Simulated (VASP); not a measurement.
## MgS (Niningerite) with r2SCAN: from relaxation to properties

Wanted: the relaxed cell of MgS (Niningerite) and its properties. The steps: full relaxation (r2SCAN), single point with fields (r2SCAN), band structure (r2SCAN), density of states (r2SCAN), independent-particle dielectric function (r2SCAN), volume scan with r2SCAN and fit for r2SCAN. The start is a cell from a database of measured crystal structures.

Main program and level: VASP 6.6.1; r2SCAN; plane waves and PAW (Mg, S).

### 1. Starting point

Before any relaxation, the start is as follows. The structure is cubic, space group Fm-3m (No. 225). The conventional cell has a = 5.203 Å, b = 5.203 Å, c = 5.203 Å, α = 90.00°, β = 90.00°, γ = 90.00°. Mg has 6 S at 2.60 Å nearest. Nearest to S lie 6 Mg at 2.60 Å. Farther neighbours and most contacts between anions are not listed.

Coordinates:

```xyz
2
Lattice="0.0000 2.6016 2.6016 2.6016 0.0000 2.6016 2.6016 2.6016 0.0000" Properties=species:S:1:pos:R:3 pbc="T T T"
Mg    0.0000    0.0000    0.0000
S     2.6016    2.6016    2.6016
```

### 2. Full relaxation (r2SCAN)

Properties are meant for the cell that this level of theory prefers, so cell and atoms are relaxed first (ISIF = 3) until forces and stress are small; EDIFFG sets the threshold. r2SCAN adds the kinetic-energy density, costs more than a GGA and is run with LASPH.

INCAR reads:

```
SYSTEM = MgS
PREC = Accurate
ENCUT = 400
EDIFF = 1E-06
NELM = 100
ISMEAR = 0
SIGMA = 0.05
LREAL = .FALSE.
ALGO = Normal
METAGGA = R2SCAN
LASPH = .TRUE.
NBANDS = 10
LORBIT = 11
LWAVE = .FALSE.
LCHARG = .FALSE.
KPAR = 2
IBRION = 2
NSW = 60
ISIF = 3
EDIFFG = -0.01
```

POSCAR reads:

```
MgS
1.0
    0.0000000000      2.6016500000      2.6016500000
    2.6016500000      0.0000000000      2.6016500000
    2.6016500000      2.6016500000      0.0000000000
Mg S
1 1
Direct
    0.0000000000      0.0000000000      0.0000000000
    0.5000000000      0.5000000000      0.5000000000
```

KPOINTS reads:

```
Automatic mesh
0
Gamma
6 6 6
0 0 0
```

PAW data sets: Mg and S (PBE family, release 64).

The run is started by

```bash
$ mpirun -np 2 vasp_std
```

The program printed:

```text
[banner, memory and clock lines left out]
running    2 mpi-ranks, on    1 nodes
 distrk:  each k-point on    1 cores,    2 groups
 distr:  one band on    1 cores,    1 groups

 POSCAR found type information on POSCAR MgS
 POSCAR found :  2 types and       2 ions
|                                                                             |
|               ----> ADVICE to this user running VASP <----                  |
|                                                                             |
|     You enforced a specific xc type in the INCAR file but a different       |
|     [... a line on the potential file left out ...]
|     I HOPE YOU KNOW WHAT YOU ARE DOING!                                     |
|                                                                             |

 LDA part: xc-table for (None), standard interpolation
 POSCAR, INCAR and KPOINTS ok, starting setup
 FFT: planning ... GRIDC
 FFT: planning ... GRID_SOFT
 FFT: planning ... GRID
 WAVECAR not read
 entering main loop
       N       E                     dE             d eps       ncg     rms          rms(c)
DAV:   1     0.119851738969E+02    0.11985E+02   -0.33232E+03   336   0.536E+02
DAV:   2    -0.158395337823E+02   -0.27825E+02   -0.25212E+02   432   0.101E+02
DAV:   3    -0.170932052819E+02   -0.12537E+01   -0.12524E+01   374   0.232E+01
DAV:   4    -0.171008385346E+02   -0.76333E-02   -0.76318E-02   388   0.223E+00
DAV:   5    -0.171009082936E+02   -0.69759E-04   -0.69759E-04   412   0.204E-01    0.460E+00
DAV:   6    -0.155178212268E+02    0.15831E+01   -0.10225E+00   328   0.586E+00    0.465E+00
DAV:   7    -0.155043694445E+02    0.13452E-01   -0.20366E-01   370   0.237E+00    0.259E+00
DAV:   8    -0.155075198587E+02   -0.31504E-02   -0.89959E-03   378   0.708E-01    0.272E-01
DAV:   9    -0.155075315168E+02   -0.11658E-04   -0.71363E-04   372   0.152E-01    0.110E-01
DAV:  10    -0.155075604973E+02   -0.28980E-04   -0.68243E-05   372   0.720E-02    0.432E-02
DAV:  11    -0.155075661452E+02   -0.56480E-05   -0.19437E-06   364   0.108E-02    0.898E-03
DAV:  12    -0.155075635063E+02    0.26389E-05   -0.98458E-08   184   0.194E-03    0.188E-03
DAV:  13    -0.155075633257E+02    0.18065E-06   -0.20066E-08   180   0.975E-04
   1 F= -.15507563E+02 E0= -.15507563E+02  d E =-.155076E+02
 curvature:   0.00 expect dE= 0.000E+00 dE for cont linesearch  0.000E+00
 trial: gam= 0.00000 g(F)=  0.811E-61 g(S)=  0.694E-03 ort = 0.000E+00 (trialstep = 0.100E+01)
 search vector abs. value=  0.694E-03
 bond charge predicted
       N       E                     dE             d eps       ncg     rms          rms(c)
DAV:   1    -0.155088770168E+02   -0.13135E-02   -0.24510E-02   330   0.861E-01    0.289E-01
DAV:   2    -0.155079603598E+02    0.91666E-03   -0.24755E-03   366   0.240E-01    0.123E-01
DAV:   3    -0.155078372092E+02    0.12315E-03   -0.74632E-04   340   0.136E-01    0.825E-02
DAV:   4    -0.155078364712E+02    0.73795E-06   -0.92837E-06   358   0.217E-02
   2 F= -.15507836E+02 E0= -.15507836E+02  d E =-.273146E-03
 trial-energy change:   -0.000273  1 .order   -0.000251   -0.000694    0.000191
 step:   0.8069(harm=  0.7839)  dis= 0.00000  next Energy=   -15.507855 (dE=-0.291E-03)
 bond charge predicted
       N       E                     dE             d eps       ncg     rms          rms(c)
DAV:   1    -0.155078991064E+02   -0.61897E-04   -0.10088E-03   334   0.172E-01    0.520E-02
DAV:   2    -0.155078479775E+02    0.51129E-04   -0.11384E-04   360   0.505E-02    0.186E-02
DAV:   3    -0.155078467523E+02    0.12252E-05   -0.33310E-05   344   0.288E-02    0.216E-02
DAV:   4    -0.155078475964E+02   -0.84407E-06   -0.32697E-07   178   0.443E-03
   3 F= -.15507848E+02 E0= -.15507848E+02  d E =-.284271E-03
 curvature:  -0.39 expect dE=-0.175E-06 dE for cont linesearch -0.175E-06
 trial: gam= 0.00000 g(F)=  0.159E-61 g(S)=  0.452E-06 ort =-0.177E-04 (trialstep = 0.961E+00)
 search vector abs. value=  0.452E-06
 reached required accuracy - stopping structural energy minimisation
```

Elapsed: 20 s, on 2 MPI ranks of AMD EPYC 7R43, shared host; peak memory 0.21 GiB; 38 s of CPU time.

Lines that name or quote the potential files are left out of all logs, and their timing lines are given in words.

OUTCAR, selected parts (step 2):

```text
ion  position               nearest neighbor table
   1  0.000  0.000  0.000-   2 2.60   2 2.60   2 2.60   2 2.60   2 2.60   2 2.60
   2  0.500  0.500  0.500-   1 2.60   1 2.60   1 2.60   1 2.60   1 2.60   1 2.60

  LATTYP: Found a face centered cubic cell.
 ALAT       =     5.2033000000

 Subroutine GETGRP returns: Found 48 space group operations
 (whereof 48 operations were pure point group operations)

The static configuration has the point symmetry O_h .

 Found     16 irreducible k-points:

   k-points           NKPTS =     16   k-points in BZ     NKDIM =     16   number of bands    NBANDS=     10

   dimension x,y,z NGX =    24 NGY =   24 NGZ =   24
   dimension x,y,z NGXF=    48 NGYF=   48 NGZF=   48

   ENCUT  =  400.0 eV  29.40 Ry    5.42 a.u.   6.00  6.00  6.00*2*pi/ulx,y,z

   NELECT =       8.0000    total number of electrons

 k-points in reciprocal lattice and weights: Automatic mesh
   0.00000000  0.00000000  0.00000000       0.005
   0.16666667  0.00000000  0.00000000       0.037
   0.33333333  0.00000000  0.00000000       0.037
   0.50000000  0.00000000  0.00000000       0.019
   0.16666667  0.16666667  0.00000000       0.028
   0.33333333  0.16666667  0.00000000       0.111
   0.50000000  0.16666667  0.00000000       0.111
  -0.33333333  0.16666667  0.00000000       0.111
  -0.16666667  0.16666667  0.00000000       0.056
[...]
-0.33333333  0.33333333  0.16666667       0.111
  -0.33333333  0.50000000  0.16666667       0.056

 average (electrostatic) potential at core
       1 -40.2204       2 -88.9805

 E-fermi :   3.7617

 k-point     1 :       0.0000    0.0000    0.0000
  band No.  band energies     occupation
      1      -9.6702      2.00000
      2       3.5460      2.00000
      3       3.5460      2.00000
      4       3.5460      2.00000
      5       8.2094      0.00000
      6      12.0715      0.00000
      7      12.0715      0.00000
      8      12.0716      0.00000
      9      14.4926      0.00000
    ...

 k-point     2 :       0.1667    0.0000    0.0000
  band No.  band energies     occupation
      1      -9.3970      2.00000
      2       1.9424      2.00000
      3       3.3673      2.00000
      4       3.3673      2.00000
      5       9.2237      0.00000
      6      11.8856      0.00000
      7      12.3618      0.00000
      8      12.3618      0.00000
      9      13.8528      0.00000
    ...

 k-point     3 :       0.3333    0.0000    0.0000
  band No.  band energies     occupation
      1      -8.7399      2.00000
      2      -0.3363      2.00000
      3       3.0566      2.00000
      4       3.0566      2.00000
      5       9.0381      0.00000
      6      11.4936      0.00000
      7      11.4936      0.00000
      8      13.9226      0.00000
      9      15.8017      0.00000
    ...

  Total        0.0024996      0.0024996      0.0024996      0.0000000     -0.0000000      0.0000000
  in kB        0.1143664      0.1143664      0.1143664      0.0000000     -0.0000000      0.0000000
  external PRESSURE =       0.1143664 kB  Pullay stress =       0.0000000 kB

  energy-cutoff  :      400.00
  volume of cell :       35.02
      direct lattice vectors                 reciprocal lattice vectors
     0.000000000  2.596690656  2.596690656    -0.192552778  0.192552778  0.192552778
     2.596690656  0.000000000  2.596690656     0.192552778 -0.192552778  0.192552778
     2.596690656  2.596690656 -0.000000000     0.192552778  0.192552778 -0.192552778

 POSITION                                       TOTAL-FORCE (eV/Angst)
 -----------------------------------------------------------------------------------
      0.00000      0.00000     -0.00000         0.000000      0.000000      0.000000
      2.59669      2.59669      2.59669        -0.000000     -0.000000     -0.000000
 -----------------------------------------------------------------------------------
    total drift:                               -0.000000     -0.000000      0.000000

  FREE ENERGIE OF THE ION-ELECTRON SYSTEM (eV)
  ---------------------------------------------------
  free  energy   TOTEN  =       -15.5078475964 eV

  energy  without entropy=      -15.5078475964  energy(sigma->0) =      -15.50784760

 reached required accuracy - stopping structural energy minimisation

 total charge
# of ion       s       p       d       tot
------------------------------------------
    1        0.125   0.124   0.038   0.287
    2        1.301   2.543   0.000   3.844
--------------------------------------------------
tot          1.426   2.668   0.038   4.131

[... 3 further parts left out ...]
```

The gap is read on the k-mesh alone, so it is an upper bound where the band edges lie off the mesh. The PAW data sets were made with PBE, which is usual practice but a small mismatch for other functionals. The run keeps the 48 symmetry operations of its start, so it cannot find a distortion of lower symmetry.

The steps of the relaxation:

```tsv
step	energy less that of the first step (eV)	largest force (eV/Å)	pressure (GPa)	volume (Å³)
1	0.0000	0.0000	-0.45	35.22
2	-0.0003	0.0000	0.12	34.97
3	-0.0003	0.0000	0.01	35.02
```

```tsv
conventional cell, symmetrised	before	after	change
a (Å)	5.203	5.193	-0.2 %
b (Å)	5.203	5.193	-0.2 %
c (Å)	5.203	5.193	-0.2 %
volume (Å³/atom)	17.61	17.51	-0.6 %
```

Final coordinates:

```
Mg S
1.0
     0.00000    2.59669    2.59669
     2.59669    0.00000    2.59669
     2.59669    2.59669    0.00000
Mg S
1 1
Direct
  0.00000 0.00000 0.00000
  0.50000 0.50000 0.50000
```

This step gave:

| Quantity | Value |
| --- | --- |
| electrons | 8 |
| bands | 10 |
| irreducible k-points | 16 |
| symmetry operations | 48 |
| free energy (TOTEN) | -15.51 eV |
| Fermi energy | 3.762 eV |
| pressure | 0.01144 GPa |
| metallic | no |
| valence top at k | 0, 0, 0 |
| conduction bottom at k | 0.5, 0.5, 0 |
| least direct gap at k | 0, 0, 0 |
| SCF cycles over all ionic steps | 21 |
| gap on the k-mesh | 3.445 eV |
| least direct gap on the k-mesh | 4.663 eV |

It ends with forces that vanish by symmetry and a pressure of 0.01 GPa. The volume lies -0.6 % from that of the database's start, which holds the thermal and zero-point expansion of its experiment.

### 3. Single point with fields (r2SCAN)

The relaxed cell gets a fresh self-consistent run, on a basis set for its own volume, to fix the density and to check the remaining stress.

INCAR: that of step 2 with these lines changed.

```diff
@@ -14,7 +14,5 @@
 LWAVE = .FALSE.
-LCHARG = .FALSE.
-KPAR = 2
-IBRION = 2
-NSW = 60
-ISIF = 3
-EDIFFG = -0.01
+LCHARG = .TRUE.
+ISIF = 2
+LELF = .TRUE.
+LVHAR = .TRUE.
```

POSCAR reads:

```
MgS
1.0
    0.0000000000      2.5966906558      2.5966906558
    2.5966906558      0.0000000000      2.5966906558
    2.5966906558      2.5966906558      0.0000000000
Mg S
1 1
Direct
    0.0000000000      0.0000000000      0.0000000000
    0.5000000000      0.5000000000      0.5000000000
```

KPOINTS is that of step 2.

The run is started by

```bash
$ mpirun -np 2 vasp_std
```

The program printed:

```text
[banner, memory and clock lines left out]
running    2 mpi-ranks, on    1 nodes
 distrk:  each k-point on    2 cores,    1 groups
 distr:  one band on    1 cores,    2 groups

 POSCAR found type information on POSCAR MgS
 POSCAR found :  2 types and       2 ions
 [... a notice as in an earlier step ...]

 LDA part: xc-table for (None), standard interpolation
 POSCAR, INCAR and KPOINTS ok, starting setup
 FFT: planning ... GRIDC
 FFT: planning ... GRID_SOFT
 FFT: planning ... GRID
 WAVECAR not read
 entering main loop
       N       E                     dE             d eps       ncg     rms          rms(c)
DAV:   1     0.862391233447E+01    0.86239E+01   -0.30922E+03   360   0.530E+02
DAV:   2    -0.161196506629E+02   -0.24744E+02   -0.23624E+02   408   0.100E+02
DAV:   3    -0.170905604139E+02   -0.97091E+00   -0.96927E+00   394   0.201E+01
DAV:   4    -0.170960845197E+02   -0.55241E-02   -0.55234E-02   390   0.176E+00
DAV:   5    -0.170961282942E+02   -0.43775E-04   -0.43774E-04   372   0.144E-01    0.463E+00
DAV:   6    -0.155182971469E+02    0.15778E+01   -0.10158E+00   336   0.586E+00    0.467E+00
DAV:   7    -0.155046283667E+02    0.13669E-01   -0.20346E-01   376   0.237E+00    0.260E+00
DAV:   8    -0.155077864230E+02   -0.31581E-02   -0.89407E-03   378   0.705E-01    0.279E-01
DAV:   9    -0.155078012815E+02   -0.14859E-04   -0.70569E-04   372   0.152E-01    0.111E-01
DAV:  10    -0.155078307551E+02   -0.29474E-04   -0.65809E-05   366   0.706E-02    0.408E-02
DAV:  11    -0.155078359473E+02   -0.51923E-05   -0.20521E-06   368   0.109E-02    0.909E-03
DAV:  12    -0.155078333214E+02    0.26259E-05   -0.10255E-07   182   0.200E-03    0.159E-03
DAV:  13    -0.155078331296E+02    0.19174E-06   -0.19579E-08   180   0.962E-04
   1 F= -.15507833E+02 E0= -.15507833E+02  d E =-.310052E-11
```

Run time: 10 s. Hardware: 2 MPI ranks; peak memory 0.18 GiB; 19 s of CPU time.

Parts of OUTCAR (step 3):

```text
  LATTYP: Found a face centered cubic cell.
 ALAT       =     5.1933813116

The static configuration has the point symmetry O_h .

 Found     16 irreducible k-points:

   ENCUT  =  400.0 eV  29.40 Ry    5.42 a.u.   5.99  5.99  5.99*2*pi/ulx,y,z

   NELECT =       8.0000    total number of electrons

 E-fermi :   3.7618

 k-point     1 :       0.0000    0.0000    0.0000
  band No.  band energies     occupation
      1      -9.6702      2.00000
      2       3.5458      2.00000
      3       3.5458      2.00000
      4       3.5458      2.00000
      5       8.2095      0.00000
      6      12.0715      0.00000
      7      12.0715      0.00000
      8      12.0715      0.00000
      9      14.4926      0.00000
    ...

 k-point     2 :       0.1667    0.0000    0.0000
  band No.  band energies     occupation
      1      -9.3970      2.00000
      2       1.9423      2.00000
      3       3.3672      2.00000
      4       3.3672      2.00000
      5       9.2238      0.00000
      6      11.8856      0.00000
      7      12.3617      0.00000
      8      12.3618      0.00000
      9      13.8527      0.00000
    ...

  Total        0.0027654      0.0027654      0.0027654      0.0000000      0.0000000     -0.0000000
  in kB        0.1265257      0.1265257      0.1265257      0.0000000      0.0000000     -0.0000000
  external PRESSURE =       0.1265257 kB  Pullay stress =       0.0000000 kB

  energy-cutoff  :      400.00
  volume of cell :       35.02
      direct lattice vectors                 reciprocal lattice vectors
     0.000000000  2.596690656  2.596690656    -0.192552778  0.192552778  0.192552778
     2.596690656  0.000000000  2.596690656     0.192552778 -0.192552778  0.192552778
     2.596690656  2.596690656  0.000000000     0.192552778  0.192552778 -0.192552778

 POSITION                                       TOTAL-FORCE (eV/Angst)
 -----------------------------------------------------------------------------------
      0.00000      0.00000      0.00000         0.000000     -0.000000      0.000000
      2.59669      2.59669      2.59669        -0.000000      0.000000     -0.000000
 -----------------------------------------------------------------------------------
    total drift:                               -0.000000     -0.000000      0.000000

  FREE ENERGIE OF THE ION-ELECTRON SYSTEM (eV)
  ---------------------------------------------------
  free  energy   TOTEN  =       -15.5078331296 eV

  energy  without entropy=      -15.5078331296  energy(sigma->0) =      -15.50783313

[... 6 parts as in an earlier step ...]

[... 5 further parts left out ...]
```

This step gave:

- SCF cycles: 13
- pressure: 0.01265 GPa
- least direct gap on the k-mesh: 4.664 eV

Valence electrons inside each PAW sphere by angular momentum. Sphere charges, by row:

```tsv
atom	s (e)	p (e)	d (e)	tot (e)
Mg1	0.125	0.124	0.038	0.287
S2	1.301	2.543	0	3.844
```

ELF in the ac plane of the conventional cell at fractional y = 0.000, with atoms of Mg and S within 0.2 Å of it. It is the smooth field of the valence electrons, not physical close to the nuclei.

Ten even steps from '0' (0.00) to '9' (0.86), each cell a mean:
```
00389975899510
11158999997301
64225899973135
98522588631379
99852134213799
89984100026998
48996100048995
58995100038997
99973011115899
99731356422589
86313799852258
42137999985213
00269988998410
00489954899610
```
Columns run along a (5.2 Å), rows up along c (5.2 Å), edges of the conventional cell, whose origin can differ from the input's. Atoms in or near the plane, at fractional coordinates: Mg at (0.00, 0.00), Mg at (0.50, 0.50), S at (0.50, 0.00), S at (0.00, 0.50).

Valence density in the ac plane of the conventional cell at fractional y = 0.000, with atoms of Mg and S within 0.2 Å of it. It is the smooth field of the valence electrons, not physical close to the nuclei.

Ten even steps from '_' (0.0 e/Å³) to '@' (1.1 e/Å³), each cell a mean:
```
______..==@@##++@@##::..____
______..--**@@@@%%==..______
..______..--==++--::______..
--::..____........______..::
##++::..______________::==##
@@@@++::____________..--%%@@
..@@##--..__________..++@@++
++@@##::..__________..==@@##
@@%%==..____________..--**@@
++--::______....______..--==
....______..::--::..____....
________::==####++::..______
______..--%%@@@@@@++::______
______..++@@++..@@##--..____
```
Columns run along a (5.2 Å), rows up along c (5.2 Å), edges of the conventional cell, whose origin can differ from the input's. Atoms in or near the plane, at fractional coordinates: Mg at (0.00, 0.00), Mg at (0.50, 0.50), S at (0.50, 0.00), S at (0.00, 0.50).

Electrostatic potential energy in the ac plane of the conventional cell at fractional y = 0.000, with atoms of Mg and S within 0.2 Å of it. With pseudopotentials it is smooth inside the atoms' cores, unlike the true potential.

Ten even steps from '0' (-86 eV) to '9' (3 eV), each cell a mean:
```
67899500389977
78999854799987
99999999999999
99999999999999
79999988899998
25999877789973
02799766789940
03899776789950
47999877899985
99999999999999
99999999999999
88999987999998
77899732599987
67899400279976
```
Columns run along a (5.2 Å; values clipped at the 3rd and 97th percentile), rows up along c (5.2 Å), edges of the conventional cell, whose origin can differ from the input's. Atoms in or near the plane, at fractional coordinates: Mg at (0.00, 0.00), Mg at (0.50, 0.50), S at (0.50, 0.00), S at (0.00, 0.50).

In this run the pressure is 0.01 GPa, small enough to go on.

(Part 1 of 4 ends here.)

[Lines on the potential files, build, host, timing and source positions are cut from VASP's logs without a mark.]

[Logs are printed without paths, hosts, clocks, repeated set-up lines and the standing remarks that a program may print on its own settings, such as how far it seeks lower states.]

[Hosts, paths, dates, database ids (printed as entryN), source tags and the programs' standing remarks are cut or masked in the printed files.]

[A measured line is paired with the nearest computed mode of its activity, which favours agreement.]
